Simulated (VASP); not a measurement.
# BeSb (P-6m2) in VASP: notebook

One crystal, BeSb, is run at these levels: PBE; tasks: relaxation of cell and atoms.

Program: VASP 6.6.1. These are calculated values, not measurements. Logs are shortened: lines on timing, memory, paths and dates and some standing lists are left out, and cuts for length are marked.

## 1. The structure

Symmetry: P-6m2, No. 187, hexagonal system. The conventional cell has a = 3.879 Å, b = 3.879 Å, c = 3.038 Å, α = 90.00°, β = 90.00°, γ = 120.00°. Be (site symmetry -6m2) has 6 Sb at 2.71 Å and 2 Be at 3.04 Å as nearest neighbours. Sb (site symmetry -6m2) has 6 Be at 2.71 Å and 2 Sb at 3.04 Å as nearest neighbours.

The cell was built by a generator and needn't be a form met in nature.

## 2. Relaxation of cell and atoms, PBE

Contents of INCAR:

```
ALGO = Fast ; EDIFF = 1E-6
EDIFFG = -0.01 ; ENCUT = 600
GGA = PE ; IBRION = 2
ISIF = 3 ; ISMEAR = -1
LASPH = T ; LCHARG = F
LREAL = F ; LWAVE = F
NELM = 60 ; NSW = 40
PREC = Accurate ; SIGMA = 0.05
```

Contents of KPOINTS:

```
k-points
0
Gamma
  6 6 7
```

Contents of POSCAR:

```
BeSb
1.0
    3.8791000000      0.0000000000      0.0000000000
   -1.9395500000      3.3594000000      0.0000000000
    0.0000000000      0.0000000000      3.0375500000
Be Sb
1 1
Direct
    0.0000000000      0.0000000000      0.0000000000
    0.3333300000      0.6666700000      0.5000000000
```

Potentials or basis: VASP PAW PBE potentials, release 64 (Be, Sb).

The run is started by

```bash
$ cat potpaw_PBE.64/Be/POTCAR potpaw_PBE.64/Sb/POTCAR > POTCAR
$ mpirun -np 1 vasp_std > vasp.out
```

OUTCAR:

```text
EDIFF = 1E-6
   EDIFFG = -0.01
   ENCUT = 600
   GGA = PE
   IBRION = 2
   ISIF = 3
   ISMEAR = -1
   LASPH = T
   LREAL = F
   NELM = 60
   NSW = 40
   PREC = Accurate

 ion  position               nearest neighbor table
   1  0.000  0.000  0.000-   2 2.71   2 2.71   2 2.71   2 2.71   2 2.71   2 2.71
   2  0.333  0.667  0.500-   1 2.71   1 2.71   1 2.71   1 2.71   1 2.71   1 2.71

  LATTYP: Found a hexagonal cell.
 ALAT       =     3.8791000000
 C/A-ratio  =     0.7830553479

  Lattice vectors:

 A1 = (   3.8791000000,   0.0000000000,   0.0000000000)
 A2 = (  -1.9395500000,   3.3594000000,   0.0000000000)
 A3 = (   0.0000000000,   0.0000000000,   3.0375500000)

Analysis of symmetry for initial positions (statically):
=====================================================================
 Subroutine PRICEL returns:
 Original cell was already a primitive cell.

 Routine SETGRP: Setting up the symmetry group for a
 hexagonal supercell.

 Subroutine GETGRP returns: Found  4 space group operations
 (whereof  4 operations were pure point group operations)
 out of a pool of 24 trial point group operations.

The static configuration has the point symmetry C_2v.

Analysis of symmetry for dynamics (positions and initial velocities):
=====================================================================
 Subroutine PRICEL returns:
 Original cell was already a primitive cell.

 Routine SETGRP: Setting up the symmetry group for a
 hexagonal supercell.

 Subroutine GETGRP returns: Found  4 space group operations
 (whereof  4 operations were pure point group operations)
 out of a pool of 24 trial point group operations.

The dynamic configuration has the point symmetry C_2v.

 Subroutine INISYM returns: Found  4 space group operations
 (whereof  4 operations are pure point group operations),
 and found     1 'primitive' translations

----------------------------------------------------------------------------------------

                                     Primitive cell

  volume of cell :      39.5837

  direct lattice vectors                    reciprocal lattice vectors
     3.879100000  0.000000000  0.000000000     0.257791756  0.148836102  0.000000000
    -1.939550000  3.359400000  0.000000000     0.000000000  0.297672203  0.000000000
     0.000000000  0.000000000  3.037550000     0.000000000  0.000000000  0.329212688

  length of vectors
     3.879100000  3.879100741  3.037550000     0.297672260  0.297672203  0.329212688

  position of ions in fractional coordinates (direct lattice)
     0.000000000  0.000000000  0.000000000
     0.333330000  0.666670000  0.500000000

  ion indices of the primitive-cell ions
   primitive index   ion index
                 1           1
                 2           2

----------------------------------------------------------------------------------------

 KPOINTS: k-points

Automatic generation of k-mesh.
 Grid dimensions read from file:
 generate k-points for:    6    6    7

 Generating k-lattice:

  Cartesian coordinates                     Fractional coordinates (reciprocal lattice)
     0.042965293  0.024806017  0.000000000     0.166666667  0.000000000  0.000000000
     0.000000000  0.049612034  0.000000000     0.000000000  0.166666667  0.000000000
     0.000000000  0.000000000  0.047030384     0.000000000  0.000000000  0.142857143

  Length of vectors
     0.049612043  0.049612034  0.047030384

  Shift w.r.t. Gamma in fractional coordinates (k-lattice)
     0.000000000  0.000000000  0.000000000

 Subroutine IBZKPT returns following result:
 ===========================================

 Found     52 irreducible k-points:

 Following reciprocal coordinates:
            Coordinates               Weight
  0.000000  0.000000  0.000000      1.000000
  0.166667  0.000000  0.000000      4.000000
 -0.166667  0.166667  0.000000      2.000000
  0.333333  0.000000  0.000000      4.000000
 -0.333333  0.333333  0.000000      2.000000
  0.500000  0.000000  0.000000      2.000000
[... 16 lines left out ...]
  0.333333  0.166667  0.142857      8.000000
 -0.166667  0.500000  0.142857      8.000000
 [... further k-points ...]
   k-points           NKPTS =     52   k-points in BZ     NKDIM =     52   number of bands    NBANDS=      7
   number of dos      NEDOS =    301   number of ions     NIONS =      2
   total plane-waves  NPLWV =  24576
   dimension x,y,z NGX =    32 NGY =   32 NGZ =   24
   dimension x,y,z NGXF=    64 NGYF=   64 NGZF=   48
   ions per type =               1   1
   NGX,Y,Z   is equivalent  to a cutoff of  13.71, 13.71, 13.14 a.u.
   NGXF,Y,Z  is equivalent  to a cutoff of  27.43, 27.43, 26.27 a.u.
 SYSTEM =  unknown system
   PREC   = accura    normal or accurate (medium, high low for compatibility)
   ISTART =      0    job   : 0-new  1-cont  2-samecut
   ICHARG =      2    charge: 1-file 2-atom 10-const
   ISPIN  =      1    spin polarized calculation?
   LNONCOLLINEAR =      F non collinear calculations
   LSORBIT =      F    spin-orbit coupling
   LASPH  =      T    aspherical Exc in radial PAW
   ENCUT  =  600.0 eV  44.10 Ry    6.64 a.u.   7.75  7.75  6.07*2*pi/ulx,y,z
   NELM   =     60;   NELMIN=  2; NELMDL= -5     # of ELM steps
   EDIFF  = 0.1E-05   stopping-criterion for ELM
   LREAL  =      F    real-space projection
   EDIFFG = -.1E-01   stopping-criterion for IOM
   NSW    =     40    number of steps for IOM
   IBRION =      2    ionic relax: 0-MD 1-quasi-New 2-CG
   NFREE  =      1    steps in history (QN), initial steepest desc. (CG)
   ISIF   =      3    stress and relaxation
   ISYM   =      2    0-nonsym 1-usesym 2-fastsym
   POTIM  = 0.5000    time-step for ionic-motion
   TEBEG  =    0.0;   TEEND  =   0.0 temperature during run
   PSTRESS=    0.0 pullay stress
   NELECT =       7.0000    total number of electrons
   NUPDOWN=      -1.0000    fix difference up-down
   EMIN   =  10.00;   EMAX   =-10.00  energy-range for DOS
   EFERMI =   0.00;   METHOD = LEGACY
   ISMEAR =    -1;   SIGMA  =   0.05  broadening in eV -4-tet -1-fermi 0-gaus
   EFERMI_NEDOS =   21; number of points for ismear=-14 and -15
   IALGO  =     68    algorithm
   IMIX   =      4    mixing-type and parameters
     AMIX     =   0.40;   BMIX     =  1.00
     AMIX_MAG =   1.60;   BMIX_MAG =  1.00
  volume/ion in A,a.u.               =      19.79       133.56
  Fermi-wavevector in a.u.,A,eV,Ry     =   0.918901  1.736471 11.488478  0.844379
  Thomas-Fermi vector in A             =   2.044035
   LORBIT       =      0    0 simple, 1 ext, 2 COOP (PROOUT), +10 PAW based schemes
   GGA     = PE    functional components
   LHFCALC =     F    Hartree Fock is set to
   AEXX    =    0.0000 exact exchange contribution
   IVDW    =     0    specifies the selected vdW correction
   LEPSILON=     F    determine dielectric tensor
   LRPA    =     F    only Hartree local field effects (RPA)
 conjugate gradient relaxation of ions
 non-spin polarized calculation
 RMM-DIIS sequential band-by-band and
  energy-cutoff  :      600.00
  volume of cell :       39.58
 maximum number of plane-waves:      1341
   NGX = 15   NGY = 15   NGZ = 13

--------------------------------------- Ionic step        1  -------------------------------------------

 number of electron       7.0000000 magnetization

 Free energy of the ion-electron system (eV)
  ---------------------------------------------------
  ext. energy  EPLUGINS =         0.00000000
  ---------------------------------------------------
  free energy    TOTEN  =        -6.89857898 eV

  energy without entropy =       -6.89341726  energy(sigma->0) =       -6.89599812

------------------------ aborting loop because EDIFF is reached ----------------------------------------

  FORCE on cell =-STRESS in cart. coord.  units (eV):
  Direction    XX          YY          ZZ          XY          YZ          ZX
  --------------------------------------------------------------------------------------
  -------------------------------------------------------------------------------------
  Total        0.3414518      0.3413749     -0.5799090     -0.0000667      0.0000000      0.0000000
  in kB       13.8205022     13.8173906    -23.4722273     -0.0027009      0.0000000      0.0000000
  external PRESSURE =       1.3885551 kB  Pullay stress =       0.0000000 kB
[... 129 lines left out ...]
  energy  without entropy=       -6.9023777100  energy(sigma->0) =       -6.90441895

--------------------------------------- Ionic step        5  -------------------------------------------

 number of electron       7.0000000 magnetization

 Free energy of the ion-electron system (eV)
  ---------------------------------------------------
  ext. energy  EPLUGINS =         0.00000000
  ---------------------------------------------------
  free energy    TOTEN  =        -6.90647973 eV

  energy without entropy =       -6.90238627  energy(sigma->0) =       -6.90443300

 E-fermi :   6.7923     XC(G=0):  -9.6842

 val. band max:        6.6757230928   @ k =  -0.1667   0.1667   0.2857
 cond. band min:       6.9760960821   @ k =   0.1667   0.1667   0.4286
 fundamental gap:      0.3003729893
 Fermi energy:         6.7922511937

 k-point     1 :       0.0000    0.0000    0.0000
  band No.  band energies     occupation
      1      -5.4773      2.00000
      2       5.8741      2.00000
      3       5.8742      2.00000
      4       8.6539      0.00000
      5       9.6588      0.00000
      6      10.0586      0.00000
      7      10.0587      0.00000
[... 221 lines left out ...]
 k-point    24 :      -0.1667    0.5000    0.1429
  band No.  band energies     occupation
      1      -3.6820      2.00000
      2       1.0466      2.00000
      3       3.3420      2.00000
      4       8.9244      0.00000
      5      10.1677      0.00000
      6      11.7543      0.00000
      7      13.5878      0.00000

 [... further k-points ...]

------------------------ aborting loop because EDIFF is reached ----------------------------------------

  FORCE on cell =-STRESS in cart. coord.  units (eV):
  Direction    XX          YY          ZZ          XY          YZ          ZX
  --------------------------------------------------------------------------------------
  -------------------------------------------------------------------------------------
  Total       -0.0039520     -0.0039366      0.0115057      0.0000134      0.0000000      0.0000000
  in kB       -0.1584163     -0.1577984      0.4612116      0.0005352      0.0000000      0.0000000
  external PRESSURE =       0.0483323 kB  Pullay stress =       0.0000000 kB
[... 17 lines left out ...]
  FREE ENERGIE OF THE ION-ELECTRON SYSTEM (eV)
  ---------------------------------------------------
  free  energy   TOTEN  =        -6.9064797279 eV

  energy  without entropy=       -6.9023862653  energy(sigma->0) =       -6.90443300

 reached required accuracy - stopping structural energy minimisation
```

Wall time 54 s (1 thread of AMD EPYC 7R43 (Zen 3), shared host); peak memory 0.14 GiB.

Results:

* Free energy: -6.9065 eV
* Relaxed volume: 19.98 Å³/atom
* Relaxed cell: a = 3.921 Å, b = 3.921 Å, c = 3.003 Å, α = 90.00°, β = 90.00°, γ = 120.00°
* Space group after relaxing (to 0.05 Å): P-6m2 (No. 187)
* Energy gained by relaxing: 4.0 meV/atom
* Ionic steps: 5
* Pressure after relaxing: 0.0 GPa
* Band gap on the k mesh: none (metal or under the smearing width)

Step by step:
```tsv
step	energy change (eV)	largest force (eV/Å)	pressure (GPa)	volume (Å³)
1	0.0000	0.0001	0.14	39.58
2	-0.0074	0.0000	0.52	39.68
3	-0.0075	0.0000	0.50	39.67
4	-0.0079	0.0000	-0.09	40.03
5	-0.0079	0.0000	0.00	39.97
```

Final structure:
```
CELL_PARAMETERS angstrom
3.92058 -0.00001 0.00000
-1.96030 3.39532 0.00000
0.00000 0.00000 3.00257
ATOMIC_POSITIONS crystal
Be 0.00000 0.00000 0.00000
Sb 0.33333 0.66667 0.50000
```

The run has no spin-orbit coupling, so splittings on Sb are missing.

## 3. Relaxation of cell and atoms, PBE, spin-orbit coupling, no magnetisation

Contents of INCAR:

```
ALGO = Fast ; EDIFF = 1E-6
EDIFFG = -0.01 ; ENCUT = 600
GGA = PE ; GGA_COMPAT = F
IBRION = 2 ; ISIF = 3
ISMEAR = -1 ; LASPH = T
LCHARG = F ; LORBIT = 11
LREAL = F ; LSORBIT = T
LWAVE = F ; MAGMOM = 0 0 0 0 0 0
NELM = 60 ; NSW = 40
PREC = Accurate ; SIGMA = 0.05
```

KPOINTS is that of step 2.

POSCAR is that of step 2.

Potentials or basis: VASP PAW PBE potentials, release 64 (Be, Sb).

The run is started by

```bash
$ cat potpaw_PBE.64/Be/POTCAR potpaw_PBE.64/Sb/POTCAR > POTCAR
$ mpirun -np 1 vasp_ncl > vasp.out
```

Run time: 6 min. Hardware: 1 thread of AMD EPYC 7R43 (Zen 3), shared host; peak memory 0.28 GiB.

The run converged. Its results:

* Free energy: -6.9658 eV
* Relaxed volume: 19.98 Å³/atom
* Relaxed cell: a = 3.918 Å, b = 3.918 Å, c = 3.006 Å, α = 90.00°, β = 90.00°, γ = 120.00°
* Space group after relaxing (to 0.05 Å): P-6m2 (No. 187)
* Energy gained by relaxing: 3.4 meV/atom
* Ionic steps: 5
* Pressure after relaxing: 0.0 GPa
* Valence electrons inside the program's atomic spheres: Be 0.82; Sb 2.44

The path:
| step | energy change (eV) | largest force (eV/Å) | pressure (GPa) | volume (Å³) |
| --- | --- | --- | --- | --- |
| 1 | 0.0000 | 0.0001 | 0.15 | 39.58 |
| 2 | -0.0062 | 0.0000 | 0.52 | 39.69 |
| 3 | -0.0063 | 0.0000 | 0.49 | 39.68 |
| 4 | -0.0067 | 0.0000 | -0.09 | 40.03 |
| 5 | -0.0067 | 0.0000 | 0.00 | 39.97 |

Final structure:
```
CELL_PARAMETERS angstrom
3.91839 -0.00001 0.00000
-1.95920 3.39342 0.00000
0.00000 0.00000 3.00576
ATOMIC_POSITIONS crystal
Be 0.00000 0.00000 0.00000
Sb 0.33333 0.66667 0.50000
```
